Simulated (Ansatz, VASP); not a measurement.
# Ge (Germanium) in two plane-wave programs

Aim: how closely do two programs agree when they are given the same cell, functional and k mesh? The structure shown comes from an earlier Ansatz run, which isn't shown and may have moved the atoms alone.

Calculated with Ansatz 0.2.0; plane waves, with VASP 6.6.1 beside it; elastic constants at LDA.

## 1. Starting point

Symmetry: Fd-3m, No. 227, cubic system. Conventional cell: a = 5.622 Å, b = 5.622 Å, c = 5.622 Å, α = 90.00°, β = 90.00°, γ = 90.00°. Ge has 4 Ge at 2.43 Å nearest.

## 2. Ansatz: elastic constants, LDA

Ansatz runs on its default PAW (the set named soft_2) files.

Elastic constants are differences of stresses under small strains, so they test the stress and the mesh.

The input, input.yaml:

```yaml
crystal:
  lattice:
    - [0.0, 2.8108713976, 2.8108713976]
    - [2.8108713976, 0.0, 2.8108713976]
    - [2.8108713976, 2.8108713976, 0.0]
  atoms:
    - { symbol: Ge, position: [0.0, 0.0, 0.0] }
    - { symbol: Ge, position: [0.25, 0.25, 0.25] }
kpoints:
  mp_grid: { grid: [12, 12, 12] }
hamiltonian:
  xc: lda
scf:
  occupations: { method: gaussian, width: 0.05 }
output:
  forces: true
  stress: true
  eigenvalues: true
elastic:
  mode: relaxed_ion
  stencil: two_point
  amplitude: 0.002
```

Command:

```
$ ansatz run input.yaml --threads 4 --pin off --max-ram 16384MiB --backend cpu --events-out ev --progress --plain --runs-dir out
```

Numbers of over 12 decimals in the logs are rounded to 6 here.

Log:

```text
Engine: ansatz 0.2.0, aarch64-unknown-linux-gnu
Pseudopotentials: kind: paw
Pseudopotential: Ge, paw, valence charge 14, recommended cutoff 420 eV (normal), Ge.paw.azcp
Functional definition: SPW92
  exchange = slater_x
  correlation = pw_c
Crystal: 2 atoms, lattice volume = 44.417 Å³
Basis set: ecut = 420 eV, 893 PW (Γ)
Bands: 18, of which v1, the nominal top of the filled ones, is band 14 counted from 1 (13 counted from 0)
Symmetry: 48 space group operations
Space group: Fd-3m (ITA 227), of the structure as read, at distance tolerance 3.5e-5 Å
k-points: 72 of 1728
Non-local potential: Ge, projectors of the file, l = 0: 2, l = 1: 2, l = 2: 3, l = 3: 1
PAW form: soft (Blöchl's): semilocal exchange-correlation on the pseudo side does not see the compensation charge
PAW frozen core: Ge, regenerated for the run's functional, and the local potential with it (the file was generated under x = pbe(κ = 0.804, μ = 0.219515), c = pbe(β = 0.066725))
PAW one-centre angular grid: Ge, 590 points (default); XC on 64 Gauss nodes
Initial density: superposition of atomic densities (neutral atoms: chi_scale 0, normalization atom), corrected by the library's trained network
Initial wavefunctions: pseudopotential atomic-orbital guess
Functional: x = slater, c = lda
SCF iter   1: F=—  HF=-8431.441350 eV  |F-HF|=—  |Δ(HF+E_count)|=         —  Δρ=4.92e-3  dr2=4.23e-3  ethr=1.77e-3  ⟨swp⟩=6.0  Hψ=6153  notcnv=0
preconditioner: auto → none  [insulator: Δε(μ)=0.103 eV  Ē_g=23.546 eV  σ=0.050 eV  W_gap=0.69  n_scr=14 (ndim 8)  ℏωp=29.5 eV  f_vac=0.074  D(μ)=0.04/eV (n_scr^D=0)  ε∞_Penn≈2.6]
SCF iter   2: F=—  HF=-8431.439387 eV  |F-HF|=—  |Δ(HF+E_count)|=   1.96e-3  Δρ=2.55e-3  dr2=1.02e-3  ethr=1.51e-5  ⟨swp⟩=1.3  Hψ=1912  notcnv=0
SCF iter   3: F=—  HF=-8431.439331 eV  |F-HF|=—  |Δ(HF+E_count)|=   5.57e-5  Δρ=5.79e-4  dr2=7.27e-5  ethr=3.63e-6  ⟨swp⟩=2.0  Hψ=2016  notcnv=0
SCF iter   4: F=—  HF=-8431.439230 eV  |F-HF|=—  |Δ(HF+E_count)|=   1.01e-4  Δρ=1.65e-4  dr2=6.77e-6  ethr=2.60e-7  ⟨swp⟩=2.0  Hψ=2206  notcnv=0
SCF iter   5: F=—  HF=-8431.439217 eV  |F-HF|=—  |Δ(HF+E_count)|=   1.29e-5  Δρ=3.00e-5  dr2=1.52e-7  ethr=2.42e-8  ⟨swp⟩=2.0  Hψ=2305  notcnv=0
SCF iter   6: F=—  HF=-8431.439218 eV  |F-HF|=—  |Δ(HF+E_count)|=   7.43e-7  Δρ=7.83e-6  dr2=1.18e-8  ethr=5.42e-10  ⟨swp⟩=2.0  Hψ=2025  notcnv=0
SCF iter   7: F=—  HF=-8431.439218 eV  |F-HF|=—  |Δ(HF+E_count)|=   1.13e-8  Δρ=1.13e-6  dr2=2.01e-10  ethr=4.23e-11  ⟨swp⟩=2.0  Hψ=2305  notcnv=0
SCF iter   8: F=—  HF=-8431.439218 eV  |F-HF|=—  |Δ(HF+E_count)|=  1.96e-10  Δρ=1.37e-7  dr2=3.80e-12  ethr=7.18e-13 (applied; sched 1.00e-12)  ⟨swp⟩=2.0  Hψ=2022  notcnv=0
SCF iter   9: F=—  HF=-8431.439218 eV  |F-HF|=—  |Δ(HF+E_count)|=  5.46e-12  Δρ=4.22e-8  dr2=3.02e-13  ethr=1.36e-14 (applied; sched 1.00e-12)  ⟨swp⟩=2.0  Hψ=2306  notcnv=0
SCF iter  10: F=-8431.439218 eV  HF=-8431.439218 eV  |F-HF|=1.82e-12  |Δ(HF+E_count)|=  1.82e-12  Δρ=7.54e-10  dr2=2.79e-16  ethr=1.00e-12  ⟨swp⟩=4.0  Hψ=4598  notcnv=0
SCF 1 converged in 10 iterations: F = -8431.439218 eV  dr2 = 2.79e-16
  greatest PAW one-centre occupation: 0.998 electrons in one spin orbital (limit 2), on the Ge atom at site 1 (counted from 0), in its partial waves of l = 2
Crystal: 2 atoms, lattice volume = 44.329 Å³
Symmetry: 16 space group operations
k-points: 163 of 1728
Initial density: handed on by an earlier stage of this run
Initial wavefunctions: those handed on with the density
iter 1 solved again at ethr=2.83e-8 eV; its pass at ethr=3.10e-3 eV (dr2=7.92e-6 eV) is discarded
SCF iter   1: F=—  HF=-8431.439147 eV  |F-HF|=—  |Δ(HF+E_count)|=         —  Δρ=1.24e-4  dr2=6.74e-6  ethr=2.83e-8  ⟨swp⟩=3.0  Hψ=17706  notcnv=0
preconditioner: auto → none  [insulator: Δε(μ)=0.100 eV  Ē_g=23.563 eV  σ=0.050 eV  W_gap=0.64  n_scr=14 (ndim 8)  ℏωp=29.5 eV  f_vac=0.052  D(μ)=0.04/eV (n_scr^D=0)  ε∞_Penn≈2.6]
SCF iter   2: F=—  HF=-8431.439147 eV  |F-HF|=—  |Δ(HF+E_count)|=   7.89e-7  Δρ=5.64e-5  dr2=1.12e-6  ethr=2.41e-8  ⟨swp⟩=1.0  Hψ=2937  notcnv=0
SCF iter   3: F=—  HF=-8431.439146 eV  |F-HF|=—  |Δ(HF+E_count)|=   2.80e-7  Δρ=1.07e-5  dr2=1.73e-8  ethr=4.00e-9  ⟨swp⟩=2.2  Hψ=3934  notcnv=0
SCF iter   4: F=—  HF=-8431.439146 eV  |F-HF|=—  |Δ(HF+E_count)|=   1.04e-8  Δρ=2.85e-6  dr2=2.15e-9  ethr=6.17e-11  ⟨swp⟩=2.0  Hψ=5217  notcnv=0
SCF iter   5: F=—  HF=-8431.439146 eV  |F-HF|=—  |Δ(HF+E_count)|=  2.46e-10  Δρ=5.94e-7  dr2=9.30e-11  ethr=7.67e-12  ⟨swp⟩=2.0  Hψ=5169  notcnv=0
SCF iter   6: F=—  HF=-8431.439146 eV  |F-HF|=—  |Δ(HF+E_count)|=  2.00e-11  Δρ=6.99e-8  dr2=1.43e-12  ethr=3.32e-13 (applied; sched 1.00e-12)  ⟨swp⟩=2.0  Hψ=5217  notcnv=0
SCF iter   7: F=-8431.439146 eV  HF=-8431.439146 eV  |F-HF|=1.82e-12  |Δ(HF+E_count)|=  1.82e-12  Δρ=3.72e-9  dr2=4.26e-15  ethr=1.00e-12  ⟨swp⟩=4.1  Hψ=10449  notcnv=0
SCF 2 converged in 7 iterations: F = -8431.439146 eV  dr2 = 4.26e-15
Crystal: 2 atoms, lattice volume = 44.506 Å³
[...]
SCF 5 converged in 6 iterations: F = -8431.439183 eV  dr2 = 3.93e-14
relax step   2: F+E_penalty+E_count = -8431.43918272 eV  Δ(F+E_penalty+E_count) = -1.320e-5 eV  max|allowed force component| = 2.034e-3 eV/Å  Δτ_max = 0.0007 Å  (6 SCF iters, accepted)
[...]
relax step   3: F+E_penalty+E_count = -8431.43918291 eV  Δ(F+E_penalty+E_count) = -1.867e-7 eV  max|allowed force component| = 1.570e-6 eV/Å  Δτ_max = 0.0001 Å  (5 SCF iters, accepted)
[...]
relax step   1: F+E_penalty+E_count = -8431.43916952 eV  Δ(F+E_penalty+E_count) = +0.000e0 eV  max|allowed force component| = 1.722e-2 eV/Å  Δτ_max = 0.0000 Å  (8 SCF iters, accepted)
[...]
relax step   2: F+E_penalty+E_count = -8431.43918291 eV  Δ(F+E_penalty+E_count) = -1.339e-5 eV  max|allowed force component| = 1.173e-5 eV/Å  Δτ_max = 0.0008 Å  (6 SCF iters, accepted)
iter 1 solved again at ethr=1.00e-12 eV; its pass at ethr=3.10e-3 eV (dr2=3.36e-14 eV) is discarded
SCF iter   1: F=—  HF=-8431.439183 eV  |F-HF|=—  |Δ(HF+E_count)|=         —  Δρ=1.22e-8  dr2=3.72e-14  ethr=1.00e-12  ⟨swp⟩=1.4  Hψ=23542  notcnv=0
SCF iter   2: F=-8431.439183 eV  HF=-8431.439183 eV  |F-HF|=0.00e0  |Δ(HF+E_count)|=    0.00e0  Δρ=4.95e-9  dr2=5.14e-15  ethr=1.00e-12  ⟨swp⟩=4.1  Hψ=17901  notcnv=0
SCF 10 converged in 2 iterations: F = -8431.439183 eV  dr2 = 5.14e-15
SCF converged after 10 iterations
Free energy (F): -8431.439218 eV
Harris-Foulkes:  -8431.439218 eV  (|F-HF|=1.82e-12)
Internal energy: -8431.439162 eV  (E = F + TS)
E sigma→0 (E₀):  -8431.439190 eV
Entropy (-TS):   -0.000056 eV (-0.028 meV/atom)
Fermi energy:    8.535688 eV
--- Per-component energies (eV) ---
  E_band       = -303.670867
  E_kinetic    = 224.582481
  E_local      = -4923.976952  (includes V_loc(G=0)·N_el)
  E_nonlocal   = 843.448138
  E_hartree    = 2158.706147
  E_xc         = -150.870872
  E_vxc        = -130.855705  (∫ρ·V_xc dr)
  E_paw        = -3882.766122  (= ΣΔE_a)
  E_vpaw       = -634.281726  (= ΣTr[D̂ρ^β])
  E_aug_tail   = 0.000603  (compensation charges beyond the density's cutoff)
  E_ewald      = -2704.379237
  E_core_change = 3.816652  (= ΣΔE_core)
  E_smearing   = -0.000056  (= −TS)
  E_closure    = -0.000000  (closes the sum)
  Σ components = -8431.439218   (vs F -8431.439218, Δ=0.00e0)
--- Forces (eV/Å), atoms counted from 1 ---
  atom   1  Ge    -0.00000000    -0.00000000     0.00000000
  atom   2  Ge    -0.00000000     0.00000000     0.00000000
  max |Σ_I F_I| component: 1.11e-16 eV/Å
--- Stress (GPa, compression-positive) ---
        0.006702       0.000000       0.000000
        0.000000       0.006702      -0.000000
        0.000000       0.000000       0.006702
  P = ⅓ Tr σ = 0.0067 GPa (0.067 kbar)
--- Band table (eV; the first three rows and the last of 72) ---
  k-point 0: bands = [... 10 lower, -4.4487, 8.5010, 8.5162, 8.5162, 8.5162, 11.0521, 11.0521, 11.0521]
  k-point 1: bands = [... 10 lower, -4.3624, 6.9430, 8.3445, 8.3445, 9.4539, 11.2800, 11.2800, 11.4449]
  k-point 2: bands = [... 10 lower, -4.1066, 5.2881, 7.9812, 7.9812, 9.4230, 11.7558, 11.7558, 12.6574]
  k-point 71: bands = [... 10 lower, -0.3949, -0.3949, 4.5086, 4.5086, 12.8324, 12.8324, 13.1784, 13.1784]
--- Elastic constants: 2 strain directions × 2 members + reference (group order 48) ---
  dense FFT box of the reference and of every strained cell: 27×27×27
  strains applied: 11, 23; error gains: componentwise 1.00 (the most a stress slope's error grows in a printed constant), spectral 1.73 (1 for all six strains in a standard setting)
  C = ∂σ_k/∂η_j (tension-positive GPa; Voigt order 11 22 33 23 13 12):
       119.526     45.997     45.997      0.000      0.000     -0.000
        45.997    119.526     45.997     -0.000      0.000      0.000
        45.997     45.997    119.526     -0.000      0.000      0.000
        -0.000      0.000      0.000     62.013      0.000     -0.000
        -0.000      0.000     -0.000      0.000     62.013      0.000
        -0.000      0.000     -0.000     -0.000     -0.000     62.013
  reference stress σ⁰ (GPa):     -0.007     -0.007     -0.007      0.000     -0.000     -0.000
  C* (energy form; C + prestress term) asymmetry max|C*_kj − C*_jk| = 2.132e-14 GPa — a small one proves nothing (zero by symmetry where the batch's group is 432, −43m or m−3m); a large one is finite-difference/SCF noise where every solve meets its electron count
  moduli (Voigt/Reuss/Hill, GPa): K = 70.51/70.51/70.51   G = 51.91/48.65/50.28   E = 121.87   ν = 0.212
  mechanically stable: yes (min eigenvalue of sym C = 62.01 GPa)
  strain η (Voigt 11):  stress-route row diagonal C_11 = 119.53 GPa, energy-path curvature d²(F+E_count+ΔE)/dδ²/Ω₀ = 119.47 GPa
         δ    σ_11 (GPa)             F (eV)   n_scf  n_hpsi   n_pw
    -2.000e-3      -0.2461       -8431.4391463       7   52905    893   relax 0 steps, max|allowed force component| 5.38e-17 eV/Å
     2.000e-3       0.2320       -8431.4391559       3   34756    893   relax 0 steps, max|allowed force component| 5.38e-17 eV/Å
  strain η (Voigt 23):  stress-route row diagonal C_44 = 62.01 GPa, energy-path curvature d²(F+E_count+ΔE)/dδ²/Ω₀ = 62.05 GPa
         δ    σ_23 (GPa)             F (eV)   n_scf  n_hpsi   n_pw
    -2.000e-3      -0.1240       -8431.4391829       2   45320    893   relax 3 steps, max|allowed force component| 1.57e-6 eV/Å
     2.000e-3       0.1240       -8431.4391829       2   45355    893   relax 2 steps, max|allowed force component| 1.17e-5 eV/Å
```

(Continued in part 2 of 2.)

[Lines on the potential files, build, host, timing and source positions are cut from VASP's logs without a mark.]

[Logs are printed without paths, hosts, clocks, repeated set-up lines and the standing remarks that a program may print on its own settings, such as how far it seeks lower states.]

[Hosts, paths, dates, database ids (printed as entryN), source tags and the programs' standing remarks are cut or masked in the printed files.]
